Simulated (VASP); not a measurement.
# Which native defect does TiSi2 form most easily?, part 4 of 7

Aim: formation energies of the vacancies and antisites of TiSi2, in the two limits of its composition. The start is a computed cell from the Materials Project.

VASP 6.6.1, plane waves and PAW; the level of theory is named at each step.

So far. Step 5 (Reference Ti): The run ended after 6 ionic steps, 0.136 eV below its first step, once forces and stress met EDIFFG = -0.02. Step 5 (Reference Ti): Energy at zero smearing: -17.06259 eV.

**6. Relaxing the defect, 35 atoms, defect Ti vacancy**

This step: LDA; plane waves and PAW (Ti, Si) (VASP 6.6.1).

System of this step: Ti11Si24. The cell holds 35 atoms: 11 Ti and 24 Si. Its edges and angles: a = 7.709 Å, b = 7.709 Å, c = 10.460 Å, α = 76.9°, β = 76.9°, γ = 118.4°. It derives from TiSi2. Nearest the centre at fractional (0.523, 0.727, 0.125): Si32 at 2.55 Å, Si30 at 2.55 Å, Si31 at 2.55 Å, Si35 at 2.55 Å, Si17 at 2.63 Å, Si14 at 2.63 Å, Si18 at 2.63 Å, Si20 at 2.63 Å.

The host is treated as a metal, since its gap is under 0.3 eV or closed. The run keeps 2 symmetry operations, which cuts the number of k-points but bars distortions that break them. The atoms relax at the host's fixed cell.

File INCAR:

```
SYSTEM = Ti11Si24
PREC = Normal
ENCUT = 300
EDIFF = 1E-05
NELM = 120
ISMEAR = 1
SIGMA = 0.2
LREAL = Auto
ALGO = Fast
GGA = CA
NBANDS = 96
LASPH = .TRUE.
LORBIT = 11
LWAVE = .FALSE.
LCHARG = .TRUE.
KPAR = 4
NCORE = 2
IBRION = 2
NSW = 50
ISIF = 2
EDIFFG = -0.03
POTIM = 0.4
MAXMIX = 40
ISYM = 2
```

File POSCAR:

```
Ti11Si24
1.0
    1.7433413960      6.6223680439      3.5401535013
    1.7433413960     -6.6223680439      3.5401535013
   10.4600483760      0.0000000000      0.0000000000
Ti Si
11 24
Direct
    0.5226799000      0.7273201000      0.4583333300
    0.0226799000      0.2273201000      0.2916666700
    0.5226799000      0.7273201000      0.7916666700
    0.0226799000      0.2273201000      0.6250000000
    0.0226799000      0.2273201000      0.9583333300
    0.9773201000      0.7726799000      0.0416666700
    0.9773201000      0.7726799000      0.3750000000
    0.4773201000      0.2726799000      0.2083333300
    0.9773201000      0.7726799000      0.7083333300
    0.4773201000      0.2726799000      0.5416666700
    0.4773201000      0.2726799000      0.8750000000
    0.8745008300      0.3754991700      0.1250000000
    0.8745008300      0.3754991700      0.4583333300
    0.3745008300      0.8754991700      0.2916666700
    0.8745008300      0.3754991700      0.7916666700
    0.3745008300      0.8754991700      0.6250000000
    0.3745008300      0.8754991700      0.9583333300
    0.6254991700      0.1245008300      0.0416666700
    0.6254991700      0.1245008300      0.3750000000
    0.1254991700      0.6245008300      0.2083333300
    0.6254991700      0.1245008300      0.7083333300
    0.1254991700      0.6245008300      0.5416666700
    0.1254991700      0.6245008300      0.8750000000
    0.1847297800      0.0652702200      0.1250000000
    0.1847297800      0.0652702200      0.4583333300
    0.6847297800      0.5652702200      0.2916666700
    0.1847297800      0.0652702200      0.7916666700
    0.6847297800      0.5652702200      0.6250000000
    0.6847297800      0.5652702200      0.9583333300
    0.3152702200      0.4347297800      0.0416666700
    0.3152702200      0.4347297800      0.3750000000
    0.8152702200      0.9347297800      0.2083333300
    0.3152702200      0.4347297800      0.7083333300
    0.8152702200      0.9347297800      0.5416666700
    0.8152702200      0.9347297800      0.8750000000
```

File KPOINTS:

```
Automatic mesh
0
Gamma
4 4 3
0 0 0
```

PAW data sets: Ti and Si (LDA family, release 64).

The run is started by

```sh
$ mpirun -np 8 vasp_std
```

Log:

```text
[banner, memory and clock lines left out]
running    8 mpi-ranks, on    1 nodes
 distrk:  each k-point on    2 cores,    4 groups
 distr:  one band on    2 cores,    1 groups

 POSCAR found type information on POSCAR TiSi
 POSCAR found :  2 types and      35 ions
 LDA part: xc-table for (Slater(with rela. corr.)+CA(PZ))
 , standard interpolation
 POSCAR, INCAR and KPOINTS ok, starting setup
 FFT: planning ... GRIDC
 FFT: planning ... GRID_SOFT
 FFT: planning ... GRID
 WAVECAR not read
 entering main loop
       N       E                     dE             d eps       ncg     rms          rms(c)
DAV:   1     0.627721962043E+03    0.62772E+03   -0.33548E+04  3264   0.826E+02
DAV:   2    -0.153493437501E+03   -0.78122E+03   -0.74539E+03  3264   0.248E+02
DAV:   3    -0.271412747848E+03   -0.11792E+03   -0.11320E+03  4568   0.873E+01
DAV:   4    -0.276689195147E+03   -0.52764E+01   -0.51982E+01  4312   0.197E+01
DAV:   5    -0.276795635681E+03   -0.10644E+00   -0.10608E+00  4256   0.295E+00    0.624E+01
RMM:   6    -0.257478891799E+03    0.19317E+02   -0.12973E+02  3267   0.384E+01    0.126E+01
RMM:   7    -0.257330036776E+03    0.14886E+00   -0.21729E+01  3289   0.157E+01    0.158E+01
RMM:   8    -0.257703349347E+03   -0.37331E+00   -0.83722E+00  3381   0.547E+00    0.429E+00
RMM:   9    -0.257692925585E+03    0.10424E-01   -0.27355E+00  3265   0.672E+00    0.695E+00
RMM:  10    -0.257608595924E+03    0.84330E-01   -0.64653E-01  3270   0.265E+00    0.504E+00
RMM:  11    -0.257575191485E+03    0.33404E-01   -0.17026E-01  3403   0.129E+00    0.280E+00
RMM:  12    -0.257560285317E+03    0.14906E-01   -0.75713E-02  3522   0.698E-01    0.215E+00
RMM:  13    -0.257555380587E+03    0.49047E-02   -0.48948E-02  3303   0.579E-01    0.152E+00
RMM:  14    -0.257554401276E+03    0.97931E-03   -0.31279E-02  3498   0.439E-01    0.411E-01
RMM:  15    -0.257553444873E+03    0.95640E-03   -0.58511E-03  3312   0.253E-01    0.364E-01
RMM:  16    -0.257553514198E+03   -0.69325E-04   -0.29033E-03  3379   0.119E-01    0.261E-01
RMM:  17    -0.257553473310E+03    0.40887E-04   -0.69950E-04  3425   0.800E-02    0.926E-02
RMM:  18    -0.257553390859E+03    0.82452E-04   -0.53578E-04  3272   0.710E-02    0.295E-02
RMM:  19    -0.257553410598E+03   -0.19740E-04   -0.23391E-04  3158   0.300E-02    0.302E-02
RMM:  20    -0.257553409283E+03    0.13148E-05   -0.33787E-05  2520   0.169E-02
   1 F= -.25755341E+03 E0= -.25755506E+03  d E =-.257553E+03
 curvature:   0.00 expect dE= 0.000E+00 dE for cont linesearch  0.000E+00
 trial: gam= 0.00000 g(F)=  0.200E+00 g(S)=  0.000E+00 ort = 0.000E+00 (trialstep = 0.100E+01)
 search vector abs. value=  0.200E+00
 bond charge predicted
       N       E                     dE             d eps       ncg     rms          rms(c)
DAV:   1    -0.257705044819E+03   -0.15163E+00   -0.25502E+00  3776   0.379E+00    0.626E-01
RMM:   2    -0.257715674633E+03   -0.10630E-01   -0.15009E-01  3266   0.150E+00    0.587E-01
RMM:   3    -0.257717553938E+03   -0.18793E-02   -0.43710E-02  3354   0.698E-01    0.483E-01
RMM:   4    -0.257718228152E+03   -0.67421E-03   -0.16649E-02  3571   0.399E-01    0.347E-01
RMM:   5    -0.257717719833E+03    0.50832E-03   -0.73086E-03  3272   0.295E-01    0.151E-01
RMM:   6    -0.257718073386E+03   -0.35355E-03   -0.49058E-03  3312   0.167E-01    0.142E-01
RMM:   7    -0.257717544908E+03    0.52848E-03   -0.19930E-03  3264   0.193E-01    0.126E-01
RMM:   8    -0.257717534972E+03    0.99355E-05   -0.83387E-04  3270   0.656E-02    0.900E-02
RMM:   9    -0.257717542458E+03   -0.74857E-05   -0.16505E-04  3274   0.508E-02    0.418E-02
RMM:  10    -0.257717546621E+03   -0.41638E-05   -0.86169E-05  2937   0.214E-02
   2 F= -.25771755E+03 E0= -.25771953E+03  d E =-.164137E+00
[... from here on, the cycles between the ionic steps are left out ...]
   3 F= -.25783714E+03 E0= -.25783996E+03  d E =-.283733E+00
   4 F= -.25790448E+03 E0= -.25790715E+03  d E =-.673335E-01
   5 F= -.25792169E+03 E0= -.25792425E+03  d E =-.845447E-01
   6 F= -.25793135E+03 E0= -.25793366E+03  d E =-.966192E-02
   7 F= -.25793150E+03 E0= -.25793377E+03  d E =-.981717E-02
   8 F= -.25793414E+03 E0= -.25793637E+03  d E =-.263324E-02
   9 F= -.25793440E+03 E0= -.25793661E+03  d E =-.290073E-02
  10 F= -.25793556E+03 E0= -.25793782E+03  d E =-.115377E-02
  11 F= -.25793571E+03 E0= -.25793800E+03  d E =-.130224E-02
 curvature:  -1.80 expect dE=-0.614E-03 dE for cont linesearch -0.232E-06
 trial: gam= 0.38037 g(F)=  0.341E-03 g(S)=  0.000E+00 ort =-0.130E-04 (trialstep = 0.194E+01)
 search vector abs. value=  0.520E-03
 bond charge predicted
       N       E                     dE             d eps       ncg     rms          rms(c)
DAV:   1    -0.257936022653E+03   -0.31525E-03   -0.21568E-02  3376   0.365E-01    0.736E-02
RMM:   2    -0.257936065894E+03   -0.43241E-04   -0.10666E-03  3264   0.133E-01    0.750E-02
RMM:   3    -0.257936089637E+03   -0.23743E-04   -0.25468E-04  3418   0.514E-02    0.850E-02
RMM:   4    -0.257936074094E+03    0.15544E-04   -0.62715E-05  3270   0.313E-02    0.532E-02
RMM:   5    -0.257936075194E+03   -0.11006E-05   -0.38261E-05  2536   0.171E-02
  12 F= -.25793608E+03 E0= -.25793835E+03  d E =-.368419E-03
 trial-energy change:   -0.000368  1 .order   -0.000372   -0.000652   -0.000091
 step:   2.2555(harm=  2.2555)  dis= 0.00504  next Energy=  -257.936086 (dE=-0.379E-03)
 reached required accuracy - stopping structural energy minimisation
```

Elapsed: 4.6 min, on 8 MPI ranks of AMD EPYC 7R43, shared host; peak memory 1.9 GiB.

From OUTCAR (step 6):

```text
   k-points           NKPTS =     17   k-points in BZ     NKDIM =     17   number of bands    NBANDS=     96

   NELECT =     140.0000    total number of electrons

 E-fermi :   8.3295

 k-point     1 :       0.0000    0.0000    0.0000
  band No.  band energies     occupation
    ...
     67       7.3235      2.00000
     68       7.4594      2.00000
     69       7.4815      2.00000
     70       7.7013      2.00008
     71       8.2610      1.54361
     72       9.0939     -0.00000
     73       9.1862     -0.00000
     74       9.1983     -0.00000
     75       9.3294     -0.00000
     76       9.3939     -0.00000
    ...

  Total       -4.2032981     -3.7425575     -6.5740253      0.0000000      0.0000000     -0.2205902
  in kB      -13.7309846    -12.2258755    -21.4754791      0.0000000      0.0000000     -0.7206059
  external PRESSURE =     -15.8107797 kB  Pullay stress =       0.0000000 kB

 POSITION                                       TOTAL-FORCE (eV/Angst)
 -----------------------------------------------------------------------------------
      6.96006     -1.34261      4.43548        -0.005937      0.002343     -0.003339
      3.48116     -1.33995      0.85744        -0.005056     -0.004810      0.001773
     10.47336     -1.34261      4.41490         0.005937      0.002343      0.003339
      6.97337     -1.32555      0.88504         0.000000     -0.002049     -0.000000
     10.46557     -1.33995      0.91264         0.005056     -0.004810     -0.001773
      3.49909      1.37574      6.21894        -0.003798     -0.008351      0.003885
      6.96997      1.37743      6.20358         0.001574      0.001854      0.003125
      3.47428      1.37574      2.63145         0.003798     -0.008351     -0.003885
     10.45335      1.35753      6.18878         0.000967      0.001121     -0.004669
      6.98006      1.35753      2.66160        -0.000967      0.001121      0.004669
     10.46345      1.37743      2.64680        -0.001574      0.001854     -0.003125
      3.48668      3.29264      4.42519        -0.000000     -0.002422     -0.000000
      6.96924      3.30229      4.41795        -0.001884      0.001521     -0.002132
      5.21211     -3.27105      4.42860         0.000148      0.001102     -0.001801
     10.46417      3.30229      4.43243         0.001884      0.001521      0.002132
      8.71671     -3.32212      4.42519         0.000000     -0.001671     -0.000000
     12.22130     -3.27105      4.42179        -0.000148      0.001102      0.001801
      1.74060      3.40532      2.63091         0.000843     -0.003998      0.009372
      5.23342      3.31599      2.65357        -0.002368     -0.001248      0.000664
      3.48943     -3.21705      2.67932        -0.000843     -0.003998     -0.009372
      8.71300      3.32434      2.64813         0.003341     -0.001613      0.000037
      6.97707     -3.29802      2.66210        -0.003341     -0.001613     -0.000037
     10.45666     -3.30637      2.65666         0.002368     -0.001248     -0.000664
      1.74334      0.69192      0.88504         0.000000      0.000831     -0.000000
[...]
-----------------------------------------------------------------------------------
    total drift:                                0.000000      0.013939     -0.000000

  FREE ENERGIE OF THE ION-ELECTRON SYSTEM (eV)
  ---------------------------------------------------
  free  energy   TOTEN  =      -257.9360751942 eV

  energy  without entropy=     -257.9429035880  energy(sigma->0) =     -257.93835133

[... 6 parts as in an earlier step ...]

[... 11 further parts left out ...]
```

The run keeps the 2 symmetry operations of its start, so it cannot find a distortion of lower symmetry.

The steps of the relaxation:

```csv
step,energy less that of the first step (eV),largest force (eV/Å)
1,0.0000,0.9314
2,-0.1641,0.6207
3,-0.2837,0.4159
4,-0.3511,0.2164
5,-0.3683,0.1746
6,-0.3779,0.0841
7,-0.3781,0.0884
8,-0.3807,0.0922
9,-0.3810,0.0961
10,-0.3821,0.0405
11,-0.3823,0.0330
12,-0.3827,0.0159
```

The atoms that moved most (Å):

```
atom      dx      dy      dz  length
Si32  -0.124  -0.070  -0.074   0.160
Si30   0.124  -0.070   0.074   0.160
Si31  -0.110  -0.073   0.060   0.145
Si35   0.110  -0.073  -0.060   0.145
Si24   0.000  -0.099   0.000   0.099
Si18  -0.003   0.088  -0.024   0.091
Si20   0.003   0.088   0.024   0.091
Si17   0.018   0.047  -0.003   0.050
```

The relaxed structure:

```xyz
35
Lattice="1.7433 6.6224 3.5402 1.7433 -6.6224 3.5402 10.4600 0.0000 0.0000" Properties=species:S:1:pos:R:3 pbc="T T T"
Ti    6.9601   -1.3426    4.4355
Ti    3.4812   -1.3400    0.8574
Ti   10.4734   -1.3426    4.4149
Ti    6.9734   -1.3256    0.8850
Ti   10.4656   -1.3400    0.9126
Ti    3.4991    1.3757    6.2189
Ti    6.9700    1.3774    6.2036
Ti    3.4743    1.3757    2.6314
Ti   10.4534    1.3575    6.1888
Ti    6.9801    1.3575    2.6616
Ti   10.4634    1.3774    2.6468
Si    3.4867    3.2926    4.4252
Si    6.9692    3.3023    4.4180
Si    5.2121   -3.2710    4.4286
Si   10.4642    3.3023    4.4324
Si    8.7167   -3.3221    4.4252
Si   12.2213   -3.2710    4.4218
Si    1.7406    3.4053    2.6309
Si    5.2334    3.3160    2.6536
Si    3.4894   -3.2171    2.6793
Si    8.7130    3.3243    2.6481
Si    6.9771   -3.2980    2.6621
Si   10.4567   -3.3064    2.6567
Si    1.7433    0.6919    0.8850
Si    5.2293    0.7647    0.9102
Si    5.1984    0.7602    4.4229
Si    8.7175    0.7647    0.8599
Si    8.7167    0.8173    4.4252
Si   12.2350    0.7602    4.4275
Si    1.8669   -0.8613    2.7292
Si    5.1201   -0.8637    2.7147
Si    5.1065   -0.8613    6.1211
Si    8.7109   -0.7709    2.6606
Si    8.7225   -0.7709    6.1898
Si   12.3133   -0.8637    6.1356
```

This step gave:

```
electronic cycles       : 126
electrons               : 140
free energy (TOTEN)     : -257.9361 eV
energy at zero smearing : -257.9384 eV
Fermi energy            : 8.329 eV
```

Valence density in the ac plane at fractional y = 0.727, through the centre, with atoms of Ti within 0.45 Å of it. It is the smooth field of the valence electrons, not physical close to the nuclei.

Values in e/Å³, 13 rows by 16 columns, each cell a mean:
```
0.2 0.3 0.3 0.4 0.4 0.3 0.3 0.2 0.2 0.2 0.3 0.4 0.4 0.3 0.2 0.2
0.2 0.3 0.4 0.4 0.4 0.3 0.3 0.3 0.3 0.3 0.3 0.3 0.4 0.3 0.2 0.2
0.3 0.3 0.4 0.4 0.4 0.3 0.3 0.6 1.0 0.7 0.3 0.2 0.2 0.2 0.3 0.3
0.5 0.3 0.3 0.3 0.4 0.3 0.3 0.3 0.4 0.4 0.2 0.2 0.2 0.2 0.6 0.9
0.3 0.3 0.3 0.3 0.3 0.3 0.3 0.2 0.2 0.2 0.3 0.3 0.4 0.3 0.3 0.4
0.2 0.3 0.4 0.4 0.4 0.3 0.2 0.2 0.2 0.2 0.3 0.4 0.4 0.4 0.2 0.2
0.2 0.3 0.4 0.4 0.4 0.3 0.3 0.6 0.8 0.5 0.3 0.2 0.3 0.3 0.3 0.2
0.4 0.3 0.3 0.4 0.4 0.3 0.3 0.4 0.7 0.6 0.3 0.2 0.2 0.2 0.5 0.7
0.4 0.2 0.3 0.3 0.3 0.3 0.3 0.2 0.2 0.2 0.3 0.3 0.3 0.2 0.4 0.6
0.2 0.3 0.4 0.4 0.4 0.3 0.2 0.1 0.1 0.2 0.3 0.4 0.4 0.3 0.2 0.2
0.2 0.3 0.4 0.4 0.4 0.2 0.1 0.1 0.0 0.1 0.1 0.3 0.3 0.3 0.2 0.2
0.3 0.3 0.3 0.4 0.4 0.2 0.1 0.0 0.0 0.0 0.1 0.1 0.2 0.2 0.4 0.5
0.5 0.3 0.3 0.3 0.4 0.3 0.2 0.1 0.1 0.1 0.1 0.2 0.2 0.2 0.5 0.8
```
Columns run along a (7.7 Å), rows up along c (10.5 Å). Atoms in or near the plane, at fractional coordinates: Ti at (0.53, 0.46), Ti at (0.52, 0.79), Ti at (0.98, 0.04), Ti at (0.98, 0.37), Ti at (0.98, 0.71).

The run ended after 12 ionic steps, 0.383 eV below its first step, once the forces on the free atoms met EDIFFG = -0.03.

The 10 first neighbours (Si) lie 2.62 Å from the site on average (2.55 to 2.77) in the perfect crystal and 2.53 Å on average after the relaxation (-3.5 %, spread from 2.40 to 2.72 Å).

**7. This defect's formation energies, 35 atoms, defect vacancy, element Ti**

This step: point defect, LDA; plane waves and PAW (VASP 6.6.1).

This step runs nothing: it gathers the runs above.

This step gave:

```
formation energy of the neutral defect : 3.037 eV
host formation enthalpy                : -0.6709 eV/atom
```

Formation energy:

| formation energy (eV) | largest move (Å) |
| --- | --- |
| 3.037 | 0.1603 |

E_f is E(defect cell) less E(perfect cell), corrected for the atoms exchanged with their references.

References, in eV an atom: Si -5.958 (crystal Fd-3m) and Ti -8.531 (crystal P6_3/mmc). They were run at the supercell's cutoff and functional, without U, and count both elements from their own phases.

The formation energy is 3.037 eV, and the largest move of an atom 0.16 Å.

(Continued in part 5 of 7.)

[Lines on the potential files, build, host, timing and source positions are cut from VASP's logs without a mark.]

[Logs are printed without paths, hosts, clocks, repeated set-up lines and the standing remarks that a program may print on its own settings, such as how far it seeks lower states.]

[Hosts, paths, dates, database ids (printed as entryN), source tags and the programs' standing remarks are cut or masked in the printed files.]

[In band tables of VASP the shares of atoms and orbitals are scaled to a sum of 1 inside the atoms' spheres.]

[Runs that stopped without an error message from VASP are left out.]
